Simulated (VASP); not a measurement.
VASP ran on this input.

File POSCAR:
```
BaSrO2
1.0
  1.8639600041   1.0761579239   6.1168711354
 -1.8639600041   1.0761579239   6.1168711354
  0.0000000000  -2.1523158477   6.1168711354
Ba Sr O
1 1 2
Cartesian
  0.0000000000   0.0000000001  18.3506134062
  0.0000000000   0.0000000001   9.1753067031
 -0.0000000000   0.0000000001  13.8654641277
  0.0000000000   0.0000000000   4.4851492785
```

**KPOINTS**
```
Automatic mesh
0
Gamma
6 6 6
0 0 0
```

**INCAR**
```
# general
SYSTEM  = BaSrO2
PREC    = Accurate
ENCUT   = 520   # plane-wave cut-off (eV)
LREAL   = .FALSE.   # projection in real space or not
LASPH   = .TRUE.   # aspherical one-centre terms

# electronic loop
EDIFF   = 1E-6   # SCF stop (eV)
NELM    = 100   # most electronic steps
ALGO    = Normal   # blocked Davidson
LMAXMIX = 4   # l cut-off of mixed one-centre charges

# smearing
ISMEAR  = 0
SIGMA   = 0.05   # width (eV)

# ions
IBRION  = 2
NSW     = 60
ISIF    = 3   # ions, shape and volume
EDIFFG  = -0.02

# output
LWAVE   = .FALSE.
LCHARG  = .FALSE.
```

POTCAR, in this order: Ba_sv Sr_sv O (LDA.64 set). Program: vasp_std.

Question: Translate this LDA calculation to Ansatz.

Answer: One equivalent input (not run):
Ansatz 0.2 input:
```yaml
crystal:
  lattice:
    - [1.8639600, 1.0761579, 6.1168711]
    - [-1.8639600, 1.0761579, 6.1168711]
    - [0.0000000, -2.1523158, 6.1168711]
  atoms:
    - { symbol: Ba, position: [1.0000000, 1.0000000, 1.0000000] }
    - { symbol: Sr, position: [0.5000000, 0.5000000, 0.5000000] }
    - { symbol: O, position: [0.7555859, 0.7555859, 0.7555859] }
    - { symbol: O, position: [0.2444141, 0.2444141, 0.2444141] }
kpoints:
  mp_grid: { grid: [6, 6, 6] }
hamiltonian:
  xc: lda
  pseudopotentials: { kind: paw }
scf:
  occupations: { method: gaussian, width: 0.05 }
  max_iter: 100
relax:
  max_steps: 60
  f_tol: 0.02
  cell: {}
output: { forces: true, stress: true, eigenvalues: true }
```
What does not carry over: each code has its own PAW files, so the cut-off isn't converted (ENCUT is set for VASP's; basis.ecutwfc is left out, and Ansatz then takes the one that its files recommend); Ansatz stops its SCF on the density residual and VASP on the energy change (EDIFF); Ansatz's lda is the Perdew-Wang form, while the LDA potentials of VASP carry Perdew-Zunger's.

The structure comes from a computed database's BaSrO2 entry (R-3m); how it stands against other phases isn't given here. This run relaxes it. Symmetry was kept, so distortions that lower it aren't found. The start is the result of an earlier pass.
